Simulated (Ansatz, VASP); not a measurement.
## Ge (Germanium) in two plane-wave programs

Aim: how closely do two programs agree when they are given the same cell, functional and k mesh? Other levels of theory on this material are compared in a session of their own.

Method: plane waves, with VASP 6.6.1 beside it; band structure at LDA, in Ansatz 0.2.0.

### Step 1. The starting structure

It takes space group Fd-3m (No. 227, cubic). The conventional cell has a = 5.658 Å, b = 5.658 Å, c = 5.658 Å, α = 90.00°, β = 90.00°, γ = 90.00°. Nearest to Ge lie 4 Ge at 2.45 Å.

### Step 2. VASP: band structure, LDA

With cell and atoms fixed, the geometry can't cause a difference; cores, projectors, grids and the points listed under the comparison can.

Lines of VASP's logs that name or quote its potential files are left out, and so is its time.

The input, INCAR:

```
SYSTEM = Ge
PREC = Accurate
ENCUT = 410
EDIFF = 1E-06
NELM = 100
ISMEAR = 0
SIGMA = 0.02
LREAL = .FALSE.
ALGO = Normal
GGA = CA
NBANDS = 26
LORBIT = 11
LWAVE = .FALSE.
LCHARG = .FALSE.
KPAR = 4
```

The input, POSCAR:

```
Ge
1.0
    0.0000000000      2.8289100000      2.8289100000
    2.8289100000      0.0000000000      2.8289100000
    2.8289100000      2.8289100000      0.0000000000
Ge
2
Direct
    0.0000000000      0.0000000000      0.0000000000
    0.2500000000      0.2500000000      0.2500000000
```

The input, KPOINTS:

```
Automatic mesh
0
Gamma
4 4 4
0 0 0
```

The input, KPOINTS_OPT:

```
Line mode
16
Line-mode
Reciprocal
  0.00000000   0.00000000   0.00000000 GAMMA
  0.50000000   0.00000000   0.50000000 X

  0.50000000   0.00000000   0.50000000 X
  0.50000000   0.25000000   0.75000000 W

  0.50000000   0.25000000   0.75000000 W
  0.37500000   0.37500000   0.75000000 K

  0.37500000   0.37500000   0.75000000 K
  0.00000000   0.00000000   0.00000000 GAMMA

  0.00000000   0.00000000   0.00000000 GAMMA
  0.50000000   0.50000000   0.50000000 L

  0.50000000   0.50000000   0.50000000 L
  0.62500000   0.25000000   0.62500000 U

  0.62500000   0.25000000   0.62500000 U
  0.50000000   0.25000000   0.75000000 W

  0.50000000   0.25000000   0.75000000 W
  0.50000000   0.50000000   0.50000000 L

  0.50000000   0.50000000   0.50000000 L
  0.37500000   0.37500000   0.75000000 K

  0.62500000   0.25000000   0.62500000 U
  0.50000000   0.00000000   0.50000000 X
```

PAW data sets: Ge_d (PBE family, release 64).

Started as:

```sh
$ mpirun -np 4 vasp_std
```

Numbers of over 12 decimals in the logs are rounded to 6 here.

The program printed:

```text
[banner, memory and clock lines left out]
running    4 mpi-ranks, on    1 nodes
 distrk:  each k-point on    1 cores,    4 groups
 distr:  one band on    1 cores,    1 groups

 POSCAR found type information on POSCAR Ge
 POSCAR found :  1 types and       2 ions
|                                                                             |
|               ----> ADVICE to this user running VASP <----                  |
|                                                                             |
|     You enforced a specific xc type in the INCAR file but a different       |
|     [... a line on the potential file left out ...]
|     I HOPE YOU KNOW WHAT YOU ARE DOING!                                     |
|                                                                             |

 LDA part: xc-table for (Slater(with rela. corr.)+CA(PZ))
 , standard interpolation
 POSCAR, INCAR and KPOINTS ok, starting setup
 FFT: planning ... GRIDC
 FFT: planning ... GRID_SOFT
 FFT: planning ... GRID
 WAVECAR not read
 entering main loop
       N       E                     dE             d eps       ncg     rms          rms(c)
DAV:   1     0.173376520561E+03    0.17338E+03   -0.11515E+04   518   0.263E+03
DAV:   2     0.154795666658E+02   -0.15790E+03   -0.15042E+03   424   0.472E+02
DAV:   3    -0.962734465761E+01   -0.25107E+02   -0.24866E+02   466   0.113E+02
DAV:   4    -0.103797829447E+02   -0.75244E+00   -0.75180E+00   464   0.222E+01
DAV:   5    -0.103901270722E+02   -0.10344E-01   -0.10343E-01   476   0.283E+00    0.320E+00
DAV:   6    -0.102453984749E+02    0.14473E+00   -0.34798E-02   562   0.203E+00    0.182E+00
DAV:   7    -0.101734219056E+02    0.71977E-01   -0.63273E-02   466   0.218E+00    0.164E-01
DAV:   8    -0.101744232511E+02   -0.10013E-02   -0.90194E-03   468   0.976E-01    0.623E-02
DAV:   9    -0.101744853974E+02   -0.62146E-04   -0.27489E-04   566   0.261E-01    0.106E-02
DAV:  10    -0.101744810744E+02    0.43230E-05   -0.28152E-05   554   0.852E-02    0.576E-03
DAV:  11    -0.101744810591E+02    0.15303E-07   -0.26758E-06   486   0.151E-02
   1 F= -.10174481E+02 E0= -.10174237E+02  d E =-.487404E-03
 Start KPOINTS_OPT (optional k-point list driver)
k-point batch [1-8\160]
       N       E                     dE             ncg
DAV:   1    -0.162995553878E+04   -0.28310E+04      526
DAV:   2    -0.292236438318E+04   -0.12924E+04      424
DAV:   3    -0.313237222080E+04   -0.21001E+03      424
DAV:   4    -0.313798234914E+04   -0.56101E+01      446
DAV:   5    -0.313805760114E+04   -0.75252E-01      446
DAV:   6    -0.313805929056E+04   -0.16894E-02      444
DAV:   7    -0.313805934804E+04   -0.57473E-04      462
DAV:   8    -0.313805934998E+04   -0.19421E-05      394
DAV:   9    -0.313805935006E+04   -0.79327E-07      260
[...]
k-point batch [153-160\160]
       N       E                     dE             ncg
DAV:   1    -0.177527375461E+04   -0.88677E+04      530
DAV:   2    -0.305061443833E+04   -0.12753E+04      416
DAV:   3    -0.325468631185E+04   -0.20407E+03      516
DAV:   4    -0.326068686893E+04   -0.60006E+01      440
DAV:   5    -0.326076758080E+04   -0.80712E-01      512
DAV:   6    -0.326076946196E+04   -0.18812E-02      452
DAV:   7    -0.326076952878E+04   -0.66821E-04      518
DAV:   8    -0.326076953144E+04   -0.26592E-05      366
DAV:   9    -0.326076953155E+04   -0.11246E-06      254
```

Parts of OUTCAR (step 2):

```text
ion  position               nearest neighbor table
   1  0.000  0.000  0.000-   2 2.45   2 2.45   2 2.45   2 2.45
   2  0.250  0.250  0.250-   1 2.45   1 2.45   1 2.45   1 2.45

  LATTYP: Found a face centered cubic cell.
 ALAT       =     5.6578200000

 Subroutine GETGRP returns: Found 48 space group operations
 (whereof 24 operations were pure point group operations)

The static configuration has the point symmetry T_d .
 The point group associated with its full space group is O_h .

 Found      8 irreducible k-points:

   k-points           NKPTS =      8   k-points in BZ     NKDIM =      8   number of bands    NBANDS=     26

   dimension x,y,z NGX =    28 NGY =   28 NGZ =   28
   dimension x,y,z NGXF=    56 NGYF=   56 NGZF=   56

   ENCUT  =  410.0 eV  30.13 Ry    5.49 a.u.   6.61  6.61  6.61*2*pi/ulx,y,z

   NELECT =      28.0000    total number of electrons

 k-points in reciprocal lattice and weights: Automatic mesh
   0.00000000  0.00000000  0.00000000       0.016
   0.25000000  0.00000000  0.00000000       0.125
   0.50000000  0.00000000  0.00000000       0.062
   0.25000000  0.25000000  0.00000000       0.094
   0.50000000  0.25000000  0.00000000       0.375
  -0.25000000  0.25000000  0.00000000       0.188
   0.50000000  0.50000000  0.00000000       0.047
  -0.25000000  0.50000000  0.25000000       0.094

 average (electrostatic) potential at core
       1 -73.8847       2 -73.8847

 E-fermi :   4.7475

 k-point     1 :       0.0000    0.0000    0.0000
  band No.  band energies     occupation
    ...
     11      -8.0775      2.00000
     12       4.5992      2.00000
     13       4.7415      1.33128
     14       4.7415      1.33128
     15       4.7415      1.33120
     16       7.2471      0.00000
     17       7.2471      0.00000
     18       7.2471      0.00000
     19      10.9064      0.00000
     20      14.2781      0.00000
    ...

 k-point     2 :       0.2500    0.0000    0.0000
  band No.  band energies     occupation
    ...
     10     -19.7078      2.00000
     11      -7.3345      2.00000
     12      -0.0296      2.00000
     13       3.8523      2.00000
     14       3.8523      2.00000
     15       5.2872      0.00000
     16       8.3277      0.00000
     17       8.3277      0.00000
     18      10.2480      0.00000
     19      12.5479      0.00000
    ...

 k-point     3 :       0.5000    0.0000    0.0000
  band No.  band energies     occupation
    ...
     10     -19.7009      2.00000
     11      -5.9845      2.00000
     12      -2.9096      2.00000
     13       3.3288      2.00000
     14       3.3288      2.00000
     15       4.7923      0.00156
     16       8.4381      0.00000
     17       8.4381      0.00000
     18      11.6620      0.00000
     19      15.1159      0.00000
    ...

  Total       -0.2406551     -0.2406551     -0.2406551     -0.0000000     -0.0000000     -0.0000000
  in kB       -8.5156577     -8.5156577     -8.5156577     -0.0000000     -0.0000000     -0.0000000
  external PRESSURE =      -8.5156577 kB  Pullay stress =       0.0000000 kB

  energy-cutoff  :      410.00
  volume of cell :       45.28
      direct lattice vectors                 reciprocal lattice vectors
     0.000000000  2.828910000  2.828910000    -0.176746521  0.176746521  0.176746521
     2.828910000  0.000000000  2.828910000     0.176746521 -0.176746521  0.176746521
     2.828910000  2.828910000  0.000000000     0.176746521  0.176746521 -0.176746521

 POSITION                                       TOTAL-FORCE (eV/Angst)
 -----------------------------------------------------------------------------------
      0.00000      0.00000      0.00000         0.000000      0.000000      0.000000
      1.41446      1.41446      1.41446        -0.000000     -0.000000     -0.000000
 -----------------------------------------------------------------------------------
    total drift:                                0.000000      0.000000      0.000000

  FREE ENERGIE OF THE ION-ELECTRON SYSTEM (eV)
  ---------------------------------------------------
  free  energy   TOTEN  =       -10.1744810591 eV

  energy  without entropy=      -10.1739936546  energy(sigma->0) =      -10.17423736

 total charge
# of ion       s       p       d       tot
------------------------------------------
    1        1.116   1.282  10.023  12.421
    2        1.116   1.282  10.023  12.421
--------------------------------------------------
tot          2.231   2.563  20.047  24.841

[... 3 further parts left out ...]
```

Spin-orbit coupling is off here; it would split degenerate levels. The PAW data sets were made with PBE, though LDA sets exist; this is a small mismatch.

### Step 3. Ansatz: band structure, LDA

Ansatz runs on its default PAW (the set named soft_2) files.

The same cell, functional (in two slightly different forms), mesh and smearing now go to Ansatz, which takes its cutoff from its data sets.

The input, input.yaml:

```yaml
crystal:
  lattice:
    - [0.0, 2.82891, 2.82891]
    - [2.82891, 0.0, 2.82891]
    - [2.82891, 2.82891, 0.0]
  atoms:
    - { symbol: Ge, position: [0.0, 0.0, 0.0] }
    - { symbol: Ge, position: [0.25, 0.25, 0.25] }
hamiltonian:
  xc: lda
  pseudopotentials: { kind: paw }
kpoints:
  mp_grid: { grid: [4, 4, 4] }
  band_path:
    path:
      - [0.0, 0.0, 0.0]
      - [0.16667, 0.0, 0.16667]
      - [0.33333, 0.0, 0.33333]
      - [0.5, 0.0, 0.5]
      - [0.5, 0.08333, 0.58333]
      - [0.5, 0.18333, 0.68333]
      - [0.5, 0.25, 0.75]
      - [0.45, 0.3, 0.75]
      - [0.40833, 0.34167, 0.75]
      - [0.35, 0.35, 0.7]
      - [0.225, 0.225, 0.45]
      - [0.075, 0.075, 0.15]
      - [0.03333, 0.03333, 0.03333]
      - [0.23333, 0.23333, 0.23333]
      - [0.4, 0.4, 0.4]
      - [0.51667, 0.46667, 0.51667]
      - [0.55833, 0.38333, 0.55833]
      - [0.60833, 0.28333, 0.60833]
      - [0.60833, 0.25, 0.64167]
      - [0.55833, 0.25, 0.69167]
      - [0.51667, 0.25, 0.73333]
      - [0.5, 0.3, 0.7]
      - [0.5, 0.38333, 0.61667]
      - [0.5, 0.48333, 0.51667]
      - [0.475, 0.475, 0.55]
      - [0.425, 0.425, 0.65]
      - [0.38333, 0.38333, 0.73333]
      - [0.59167, 0.18333, 0.59167]
      - [0.55, 0.1, 0.55]
      - [0.5, 0.0, 0.5]
    npoints: 1
scf:
  occupations: { method: gaussian, width: 0.02 }
  n_extra_bands: 7
output:
  forces: true
  stress: true
  eigenvalues: true
```

Started as:

```sh
$ ansatz run input.yaml --threads 2 --pin off --max-ram 4608MiB --backend cpu --events-out ev --progress --plain --runs-dir out
```

The program printed:

```text
scf.n_extra_bands = 7 over 14 filled bands (N_el = 28.0): the run solves 21 bands
Engine: ansatz 0.2.0, aarch64-unknown-linux-gnu
Pseudopotentials: kind: paw
Pseudopotential: Ge, paw, valence charge 14, recommended cutoff 420 eV (normal), Ge.paw.azcp
Functional definition: SPW92
  exchange = slater_x
  correlation = pw_c
Crystal: 2 atoms, lattice volume = 45.278 Å³
Basis set: ecut = 420 eV, 893 PW (Γ)
Bands: 21, of which v1, the nominal top of the filled ones, is band 14 counted from 1 (13 counted from 0)
Symmetry: 48 space group operations
Space group: Fd-3m (ITA 227), of the structure as read, at distance tolerance 3.6e-5 Å
k-points: 8 of 64
Non-local potential: Ge, projectors of the file, l = 0: 2, l = 1: 2, l = 2: 3, l = 3: 1
PAW form: soft (Blöchl's): semilocal exchange-correlation on the pseudo side does not see the compensation charge
PAW frozen core: Ge, regenerated for the run's functional, and the local potential with it (the file was generated under x = pbe(κ = 0.804, μ = 0.219515), c = pbe(β = 0.066725))
PAW one-centre angular grid: Ge, 590 points (default); XC on 64 Gauss nodes
Initial density: superposition of atomic densities (neutral atoms: chi_scale 0, normalization atom), corrected by the library's trained network
Initial wavefunctions: pseudopotential atomic-orbital guess
Functional: x = slater, c = lda
SCF iter   1: F=—  HF=-8431.168273 eV  |F-HF|=—  |Δ(HF+E_count)|=         —  Δρ=4.18e-3  dr2=5.41e-3  ethr=1.77e-3  ⟨swp⟩=6.0  Hψ=775  notcnv=0
preconditioner: auto → LDOS  [insulator: Δε(μ)=0.043 eV  Ē_g=26.009 eV  σ=0.020 eV  W_gap=0.66  n_scr=14 (ndim 8)  ℏωp=29.2 eV  f_vac=0.080  D(μ)=2.55/eV (n_scr^D=26)  ε∞_Penn≈2.3  β→1.0]
SCF iter   2: F=—  HF=-8431.164870 eV  |F-HF|=—  |Δ(HF+E_count)|=   3.40e-3  Δρ=5.90e-4  dr2=1.10e-4  ethr=1.93e-5  ⟨swp⟩=3.0  Hψ=381  notcnv=0  defer=19
SCF iter   3: F=—  HF=-8431.164884 eV  |F-HF|=—  |Δ(HF+E_count)|=   1.34e-5  Δρ=3.21e-4  dr2=2.09e-5  ethr=3.94e-7  ⟨swp⟩=2.0  Hψ=262  notcnv=0  defer=19
SCF iter   4: F=—  HF=-8431.164859 eV  |F-HF|=—  |Δ(HF+E_count)|=   2.42e-5  Δρ=1.26e-4  dr2=7.51e-6  ethr=7.48e-8  ⟨swp⟩=2.0  Hψ=262  notcnv=0  defer=19
SCF iter   5: F=—  HF=-8431.164856 eV  |F-HF|=—  |Δ(HF+E_count)|=   3.76e-6  Δρ=6.37e-5  dr2=1.97e-6  ethr=2.68e-8  ⟨swp⟩=2.5  Hψ=265  notcnv=0  defer=19
SCF iter   6: F=—  HF=-8431.164854 eV  |F-HF|=—  |Δ(HF+E_count)|=   1.27e-6  Δρ=1.81e-5  dr2=1.42e-7  ethr=7.03e-9  ⟨swp⟩=2.0  Hψ=262  notcnv=0  defer=19
SCF iter   7: F=-8431.164854 eV  HF=-8431.164854 eV  |F-HF|=3.62e-9  |Δ(HF+E_count)|=   1.04e-7  Δρ=2.35e-6  dr2=2.22e-9  ethr=3.57e-10  ⟨swp⟩=7.5  Hψ=718  notcnv=0
SCF 1 converged in 7 iterations: F = -8431.164854 eV  dr2 = 2.22e-9
  greatest PAW one-centre occupation: 0.998 electrons in one spin orbital (limit 2), on the Ge atom at site 1 (counted from 0), in its partial waves of l = 2
NSCF: frozen V_eff on 30 k-points
SCF converged after 7 iterations
Free energy (F): -8431.164854 eV
Harris-Foulkes:  -8431.164854 eV  (|F-HF|=3.62e-9)
Internal energy: -8431.164224 eV  (E = F + TS)
E sigma→0 (E₀):  -8431.164539 eV
Entropy (-TS):   -0.000630 eV (-0.315 meV/atom)
Fermi energy:    8.311576 eV
--- Per-component energies (eV) ---
  E_band       = -307.956070
  E_kinetic    = 224.676249
  E_local      = -4954.158541  (includes V_loc(G=0)·N_el)
  E_nonlocal   = 843.744954
  E_hartree    = 2171.757830
  E_xc         = -150.624817
  E_vxc        = -130.559438  (∫ρ·V_xc dr)
  E_paw        = -3883.242512  (= ΣΔE_a)
  E_vpaw       = -635.171451  (= ΣTr[D̂ρ^β])
  E_aug_tail   = 0.000668  (compensation charges beyond the density's cutoff)
  E_ewald      = -2687.134708
  E_core_change = 3.816652  (= ΣΔE_core)
  E_smearing   = -0.000630  (= −TS)
  E_closure    = 0.000000  (closes the sum)
  Σ components = -8431.164854   (vs F -8431.164854, Δ=0.00e0)
--- Forces (eV/Å), atoms counted from 1 ---
  atom   1  Ge     0.00000000     0.00000000     0.00000000
  atom   2  Ge     0.00000000     0.00000000     0.00000000
  max |Σ_I F_I| component: 1.48e-16 eV/Å
--- Stress (GPa, compression-positive) ---
       -0.389349      -0.000000       0.000000
       -0.000000      -0.389349       0.000000
       -0.000000       0.000000      -0.389349
  P = ⅓ Tr σ = -0.3893 GPa (-3.893 kbar)
--- Band table (eV; the first three rows and the last of 8) ---
  k-point 0: bands = [... 10 lower, -4.5179, 8.1200, 8.3071, 8.3071, 8.3071, 10.8139, 10.8139, 10.8139, ... 3 higher]
  k-point 1: bands = [... 10 lower, -3.7760, 3.5253, 7.4210, 7.4210, 8.8345, 11.8910, 11.8910, 13.8010, ... 3 higher]
  k-point 2: bands = [... 10 lower, -2.4296, 0.6519, 6.8990, 6.8990, 8.3378, 11.9998, 11.9998, 15.2387, ... 3 higher]
  k-point 7: bands = [... 10 lower, -0.5390, -0.5390, 4.3735, 4.3735, 12.5291, 12.5291, 12.9310, 12.9310, ... 3 higher]
```

The job ended after 0.69 s (2 threads of Arm Neoverse V2, shared host; peak memory 0.26 GiB; 1.2 s of CPU time).

The column dr2 measures how far the density is from self-consistency, as an energy; F and HF (Harris–Foulkes) agree once it is small.

### Step 4. Differences

Known differences besides the potentials themselves: the two LDA forms differ slightly; the cutoff is 420 eV in Ansatz and 410 eV in VASP; Ansatz makes its cores anew for this functional, VASP keeps those of its PBE data sets; VASP's log shows a relativistic correction to its local exchange, Ansatz's none. Total energies have different zeros and are not compared.

The two programs side by side:

| quantity | Ansatz | VASP | difference |
| --- | --- | --- | --- |
| pressure (GPa) | -0.39 | -0.85 | +0.46 |

Levels from 3 eV below to 2 eV above the Fermi level differ by 10 meV r.m.s. and 43 meV at most; each VASP level is matched to the nearest of Ansatz, which flatters the figure a little.

### Step 5. Outcome

```
r.m.s. difference of levels near the Fermi level (band structure, LDA) : 10 meV
```

In words: The r.m.s. difference of levels near the Fermi level is 10 meV (band structure, LDA), within the 80 meV picked in this series as the mark of a large difference. 3 further runs of this series are not shown here. Such differences can come from data sets, numerical settings and the points named under the comparisons, not from the functional's error against experiment.

[Lines on the potential files, build, host, timing and source positions are cut from VASP's logs without a mark.]

[Logs are printed without paths, hosts, clocks, repeated set-up lines and the standing remarks that a program may print on its own settings, such as how far it seeks lower states.]

[Hosts, paths, dates, database ids (printed as entryN), source tags and the programs' standing remarks are cut or masked in the printed files.]

[VASP's PBE data sets in a run with another functional are called a small mismatch above; for pressures it isn't always small: they can move by 1 GPa and more.]
